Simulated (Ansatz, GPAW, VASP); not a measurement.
One calculation of MoI, 3 ways

```
Mo I
1.0
     0.00000    3.17885    3.17885
     3.17885    0.00000    3.17885
     3.17885    3.17885    0.00000
Mo I
1 1
Direct
  0.00000 0.00000 0.00000
  0.75000 0.75000 0.75000
```

Alike in all runs: task band structure; functional PBEsol; k mesh 7 × 7 × 7; occupations fermi-dirac, width 0.05 eV; no spin polarisation; no spin-orbit coupling. Pressure is positive in compression and, in plane waves, holds the error of the finite cutoff, which Ansatz's Pulay term estimates and takes out.

```json
{"program and potentials": "Ansatz, Ansatz PAW", "plane-wave cutoff (eV)": "420", "notes": "potentials made for PBE, which Ansatz adapts in part; 15.5 valence electrons an atom on average", "pressure (GPa)": "-10.20"}
{"program and potentials": "GPAW, PAW data sets generated for this functional", "plane-wave cutoff (eV)": "600", "notes": "10.5 valence electrons an atom on average", "pressure (GPa)": "-9.75"}
{"program and potentials": "VASP, PBE PAW files I, Mo_sv, 520 eV", "plane-wave cutoff (eV)": "520", "notes": "potentials made for PBE; 10.5 valence electrons an atom on average", "pressure (GPa)": "-10.20"}
```

The pressure spans -10.20 (VASP, PBE PAW files I, Mo_sv, 520 eV) to -9.75 GPa (GPAW, PAW data sets generated for this functional). The cell lies far from this level's equilibrium.

The functional is the same throughout but for its coding, so the spread measures potentials, basis and numerics; runs on potential files found faulty are left out.
